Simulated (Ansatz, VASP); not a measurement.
# Mo (Mo(310)): VASP beside Ansatz, part 2 of 3

One calculation is typed for both programs; each brings its own data sets. How far apart do they land? Of the first pair: The structure shown is the start of the Ansatz relaxation below; VASP solves that cell, so the two are compared at the walk's first step.

VASP 6.6.1 and Ansatz 0.2.0.

So far: The structure; Ansatz: relaxation, LDA.

## Step 3: VASP: single point, LDA, start cell, pair 1

Level of this step: LDA; plane waves and PAW (Mo_sv) (VASP).

The same cell, functional (in two slightly different forms), mesh and smearing now go to VASP, with its own data sets.

Lines of VASP's logs that name or quote its potential files are left out, and so is its time.

INCAR

```
SYSTEM = Mo
PREC = Accurate
ENCUT = 400
EDIFF = 1E-06
NELM = 120
ISMEAR = -1
SIGMA = 0.1
LREAL = .FALSE.
ALGO = Normal
GGA = PW92
NBANDS = 86
LASPH = .TRUE.
LORBIT = 11
LWAVE = .FALSE.
LCHARG = .FALSE.
ISIF = 2
LDIPOL = .TRUE.
IDIPOL = 3
DIPOL = 0.5 0.5 0.5
LVHAR = .TRUE.
GGA_COMPAT = .FALSE.
NELMDL = -8
KPAR = 2
```

POSCAR

```
Mo
1.0
    3.1500000000      0.0000000000      0.0000000000
   -1.5750000000      4.9805873100      0.0000000000
    0.0000000000      0.0000000000     25.9650571666
Mo
10
Direct
    0.9000000153      0.8000000305      0.3273630382
    0.2000000077      0.4000000152      0.3657267896
    0.4999999844      0.9999999688      0.4040905796
    0.7999999613      0.5999999224      0.4424543311
    0.0999999536      0.1999999072      0.4808181211
    0.4000000153      0.8000000305      0.5191818725
    0.7000000076      0.4000000152      0.5575456625
    0.9999999844      0.9999999688      0.5959094140
    0.2999999613      0.5999999224      0.6342732040
    0.5999999536      0.1999999072      0.6726369554
```

KPOINTS

```
Automatic mesh
0
Gamma
9 6 1
0 0 0
```

The projector-augmented-wave data sets are Mo_sv (LDA family, release 64).

Started as:

```
> mpirun -np 2 vasp_std
```

Numbers of over 12 decimals in the logs are rounded to 6 here.

Output:

```text
[banner, memory and clock lines left out]
running    2 mpi-ranks, on    1 nodes
 distrk:  each k-point on    1 cores,    2 groups
 distr:  one band on    1 cores,    1 groups

 POSCAR found type information on POSCAR Mo
 POSCAR found :  1 types and      10 ions
|                                                                             |
|               ----> ADVICE to this user running VASP <----                  |
|                                                                             |
|     You enforced a specific xc type in the INCAR file but a different       |
|     [... a line on the potential file left out ...]
|     I HOPE YOU KNOW WHAT YOU ARE DOING!                                     |
|                                                                             |

 LDA part: xc-table for (Slater(with rela. corr.)+PW92), standard interpolation
|                                                                             |
|           W    W    AA    RRRRR   N    N  II  N    N   GGGG   !!!           |
|           W    W   A  A   R    R  NN   N  II  NN   N  G    G  !!!           |
|           W    W  A    A  R    R  N N  N  II  N N  N  G       !!!           |
|           W WW W  AAAAAA  RRRRR   N  N N  II  N  N N  G  GGG   !            |
|           WW  WW  A    A  R   R   N   NN  II  N   NN  G    G                |
|           W    W  A    A  R    R  N    N  II  N    N   GGGG   !!!           |
|                                                                             |
|     Your reciprocal lattice and k-lattice belong to different lattice       |
|     classes:                                                                |
|                                                                             |
|        The reciprocal lattice is base centered orthorhombic,                |
|        whereas your k-lattice is simple monoclinic.                         |
|                                                                             |
|     Results are often still useful ...                                      |
|                                                                             |

 POSCAR, INCAR and KPOINTS ok, starting setup
 FFT: planning ... GRIDC
 FFT: planning ... GRID_SOFT
 FFT: planning ... GRID
 WAVECAR not read
 entering main loop
       N       E                     dE             d eps       ncg     rms          rms(c)
DAV:   1     0.141199129763E+04    0.14120E+04   -0.80647E+04  5776   0.124E+03
DAV:   2    -0.685727041882E+02   -0.14806E+04   -0.14395E+04  4870   0.440E+02
DAV:   3    -0.121885277217E+03   -0.53313E+02   -0.51277E+02  6080   0.718E+01
DAV:   4    -0.123602801050E+03   -0.17175E+01   -0.16708E+01  5656   0.981E+00
DAV:   5    -0.123676999925E+03   -0.74199E-01   -0.73414E-01  6050   0.167E+00
DAV:   6    -0.123679317851E+03   -0.23179E-02   -0.23019E-02  5728   0.263E-01
DAV:   7    -0.123679442659E+03   -0.12481E-03   -0.12449E-03  5412   0.497E-02
DAV:   8    -0.123679449091E+03   -0.64317E-05   -0.64192E-05  4840   0.964E-03    0.428E+01
DAV:   9    -0.132688634505E+03   -0.90092E+01   -0.10922E+02  5968   0.371E+01    0.317E+01
DAV:  10    -0.143609264616E+03   -0.10921E+02   -0.30644E+02  6232   0.566E+01    0.317E+01
DAV:  11    -0.124278127786E+03    0.19331E+02   -0.19473E+02  6026   0.347E+01    0.234E+01
DAV:  12    -0.114375898474E+03    0.99022E+01   -0.37331E+01  5952   0.181E+01    0.816E+00
DAV:  13    -0.114100792094E+03    0.27511E+00   -0.28684E+00  5936   0.577E+00    0.681E+00
DAV:  14    -0.113987590659E+03    0.11320E+00   -0.29397E-01  5852   0.277E+00    0.617E+00
[...]
DAV:  26    -0.113457865639E+03   -0.50071E-04   -0.10320E-05  3864   0.932E-03    0.451E-03
DAV:  27    -0.113457887194E+03   -0.21555E-04   -0.37726E-06  3816   0.688E-03    0.203E-03
DAV:  28    -0.113457902694E+03   -0.15500E-04   -0.17163E-06  3272   0.320E-03    0.139E-03
DAV:  29    -0.113457912201E+03   -0.95069E-05   -0.10264E-06  3338   0.234E-03    0.114E-03
DAV:  30    -0.113457918982E+03   -0.67806E-05   -0.46867E-07  3096   0.158E-03    0.600E-04
DAV:  31    -0.113457926868E+03   -0.78864E-05   -0.46092E-07  3138   0.816E-04    0.396E-04
DAV:  32    -0.113457929359E+03   -0.24911E-05   -0.13382E-07  3010   0.477E-04    0.184E-04
DAV:  33    -0.113457929986E+03   -0.62642E-06   -0.39706E-08  2722   0.404E-04
   1 F= -.11345793E+03 E0= -.11329983E+03  d E =-.316195E+00
```

OUTCAR, selected parts (step 3):

```text
ion  position               nearest neighbor table
   1  0.900  0.800  0.327-   2 2.73   2 2.73   3 2.73   3 2.73   2 3.15   4 3.15
   2  0.200  0.400  0.366-   1 2.73   1 2.73   4 2.73   4 2.73   3 2.73   3 2.73   1 3.15   3 3.15
                             5 3.15
   3  0.500  1.000  0.404-   1 2.73   1 2.73   5 2.73   5 2.73   4 2.73   4 2.73   2 2.73   2 2.73
                             6 3.15   4 3.15   2 3.15
   4  0.800  0.600  0.442-   2 2.73   2 2.73   3 2.73   3 2.73   6 2.73   6 2.73   5 2.73   5 2.73
                             3 3.15   1 3.15   5 3.15   7 3.15
   5  0.100  0.200  0.481-   6 2.73   6 2.73   3 2.73   3 2.73   7 2.73   7 2.73   4 2.73   4 2.73
                             8 3.15   4 3.15   6 3.15   2 3.15
   6  0.400  0.800  0.519-   5 2.73   5 2.73   8 2.73   8 2.73   4 2.73   4 2.73   7 2.73   7 2.73
                             3 3.15   7 3.15   5 3.15   9 3.15
   7  0.700  0.400  0.558-   9 2.73   9 2.73   8 2.73   8 2.73   5 2.73   5 2.73   6 2.73   6 2.73
                             8 3.15  10 3.15   6 3.15   4 3.15
   8  1.000  1.000  0.596-  10 2.73  10 2.73   6 2.73   6 2.73   7 2.73   7 2.73   9 2.73   9 2.73
                             5 3.15   7 3.15   9 3.15
   9  0.300  0.600  0.634-  10 2.73  10 2.73   7 2.73   7 2.73   8 2.73   8 2.73  10 3.15   8 3.15
                             6 3.15
  10  0.600  0.200  0.673-   9 2.73   9 2.73   8 2.73   8 2.73   9 3.15   7 3.15

  LATTYP: Found a base centered orthorhombic cell.
 ALAT       =     3.1500000000
 B/A-ratio  =     3.1622776571
 C/A-ratio  =     8.2428752910

 Subroutine GETGRP returns: Found  4 space group operations
 (whereof  2 operations were pure point group operations)

The static configuration has the point symmetry C_1h.
 The point group associated with its full space group is C_2h.

 Found     26 irreducible k-points:

   k-points           NKPTS =     26   k-points in BZ     NKDIM =     26   number of bands    NBANDS=     86

   dimension x,y,z NGX =    24 NGY =   36 NGZ =  180
   dimension x,y,z NGXF=    48 NGYF=   72 NGZF=  360

   ENCUT  =  400.0 eV  29.40 Ry    5.42 a.u.   5.14  8.52 42.34*2*pi/ulx,y,z

   NELECT =     140.0000    total number of electrons

 k-points in reciprocal lattice and weights: Automatic mesh
   0.00000000  0.00000000  0.00000000       0.019
   0.11111111  0.00000000  0.00000000       0.037
   0.22222222  0.00000000  0.00000000       0.037
   0.33333333  0.00000000  0.00000000       0.074
   0.44444444  0.00000000  0.00000000       0.037
   0.00000000  0.16666667  0.00000000       0.037
   0.11111111  0.16666667  0.00000000       0.037
   0.22222222  0.16666667  0.00000000       0.037
   0.33333333  0.16666667  0.00000000       0.074
[...]
0.22222222  0.50000000  0.00000000       0.037
   0.44444444  0.50000000  0.00000000       0.037

 dipolmoment           0.000000      0.000000      0.000009 electrons x Angstroem

 average (electrostatic) potential at core
       1 -79.3719       2 -79.4364       3 -79.5121       4 -79.5180       5 -79.4833
       6 -79.4833       7 -79.5179       8 -79.5120       9 -79.4364      10 -79.3718

 E-fermi :   2.2643

 k-point     1 :       0.0000    0.0000    0.0000
  band No.  band energies     occupation
    ...
     69       1.9777      1.89237
     70       2.0146      1.84800
     71       2.1585      1.48485
     72       2.2869      0.88760
     73       2.2892      0.87615
     74       2.5135      0.15291
     75       2.5875      0.07596
     76       2.7460      0.01606
     77       2.8895      0.00385
     78       2.9130      0.00304
    ...

 k-point     2 :       0.1111    0.0000    0.0000
  band No.  band energies     occupation
    ...
     68       1.6320      1.99642
     69       1.6870      1.99380
     70       1.9926      1.87609
     71       2.1715      1.43369
     72       2.2366      1.13770
     73       2.4388      0.29757
     74       2.4708      0.22525
     75       2.6746      0.03252
     76       2.7506      0.01534
     77       2.9326      0.00250
    ...

 k-point     3 :       0.2222    0.0000    0.0000
  band No.  band energies     occupation
    ...
     68       1.3610      1.99976
     69       1.5896      1.99766
     70       1.7883      1.98302
     71       2.3258      0.70212
     72       2.3739      0.50122
     73       2.5397      0.11973
     74       2.6283      0.05118
     75       2.9632      0.00184
     76       3.0931      0.00050
     77       3.1461      0.00030
    ...

  Total      -20.5519098    -21.5064218    -17.1575196      0.0000000      0.7081051      0.0000000
  in kB      -80.8318229    -84.5859727    -67.4814945      0.0000000      2.7850173      0.0000000
  external PRESSURE =     -77.6330967 kB  Pullay stress =       0.0000000 kB

  energy-cutoff  :      400.00
  volume of cell :      407.36
      direct lattice vectors                 reciprocal lattice vectors
     3.150000000  0.000000000  0.000000000     0.317460317  0.100389767  0.000000000
    -1.575000000  4.980587310  0.000000000     0.000000000  0.200779534  0.000000000
     0.000000000  0.000000000 25.965057167     0.000000000  0.000000000  0.038513299

 POSITION                                       TOTAL-FORCE (eV/Angst)
 -----------------------------------------------------------------------------------
      1.57500      3.98447      8.50000        -0.000000     -0.499213      2.634912
      0.00000      1.99223      9.49612        -0.000000      0.639117     -0.085871
      0.00000      4.98059     10.49223         0.000000     -0.069266     -1.022633
      1.57500      2.98835     11.48835         0.000000     -0.071785     -0.474868
     -0.00000      0.99612     12.48447         0.000000     -0.131681     -0.120872
      0.00000      3.98447     13.48059        -0.000000      0.131681      0.120872
      1.57500      1.99223     14.47670         0.000000      0.071785      0.474868
      1.57500      4.98059     15.47282        -0.000000      0.069266      1.022633
      0.00000      2.98835     16.46894         0.000000     -0.639117      0.085871
      1.57500      0.99612     17.46506         0.000000      0.499213     -2.634912
 -----------------------------------------------------------------------------------
    total drift:                               -0.000002      0.000012      0.002859

  FREE ENERGIE OF THE ION-ELECTRON SYSTEM (eV)
  ---------------------------------------------------
  free  energy   TOTEN  =      -113.4579299856 eV

  energy  without entropy=     -113.1417345663  energy(sigma->0) =     -113.29983228

 vacuum level on the upper side and lower side of the slab         6.419         6.419

 total charge
# of ion       s       p       d       tot
------------------------------------------
    1        2.357   6.061   3.901  12.319
    2        2.366   6.145   3.876  12.387
    3        2.390   6.195   3.911  12.497
    4        2.382   6.205   3.925  12.512
    5        2.382   6.205   3.933  12.521
    6        2.382   6.205   3.933  12.521
    7        2.382   6.205   3.925  12.512
    8        2.390   6.195   3.911  12.497
    9        2.366   6.145   3.876  12.387
   10        2.357   6.061   3.901  12.319
--------------------------------------------------
tot         23.753  61.624  39.093 124.470

[... 3 further parts left out ...]
```

## Step 4: Differences

Known differences besides the potentials themselves: the cutoff is 420 eV in Ansatz and 400 eV in VASP; VASP's log shows a relativistic correction to its local exchange, Ansatz's none. Total energies have different zeros and are not compared.

Forces (eV/Å; atoms numbered as in POSCAR):

```
atom          Ansatz x, y, z           VASP x, y, z
 Mo1   -0.001, -0.508, 2.676   0.000, -0.499, 2.635
 Mo2    0.000, 0.651, -0.054   0.000, 0.639, -0.086
 Mo3   0.000, -0.070, -1.012  0.000, -0.069, -1.023
 Mo4   0.002, -0.074, -0.471  0.000, -0.072, -0.475
 Mo5  -0.006, -0.132, -0.120  0.000, -0.132, -0.121
 Mo6     0.006, 0.132, 0.120    0.000, 0.132, 0.121
 Mo7    -0.002, 0.074, 0.471    0.000, 0.072, 0.475
 Mo8     0.000, 0.070, 1.012    0.000, 0.069, 1.023
 Mo9    0.000, -0.651, 0.054   0.000, -0.639, 0.086
Mo10    0.001, 0.508, -2.676   0.000, 0.499, -2.635
```

The forces differ by 14 meV/Å r.m.s., which is 1.9 % of the r.m.s. force of 0.771 eV/Å (both taken over all components). With vacuum in the cell, a pressure given here is an average over mostly empty space and none of the material.

(Continued in part 3 of 3.)

[Lines on the potential files, build, host, timing and source positions are cut from VASP's logs without a mark.]

[Logs are printed without paths, hosts, clocks, repeated set-up lines and the standing remarks that a program may print on its own settings, such as how far it seeks lower states.]

[Hosts, paths, dates, database ids (printed as entryN), source tags and the programs' standing remarks are cut or masked in the printed files.]
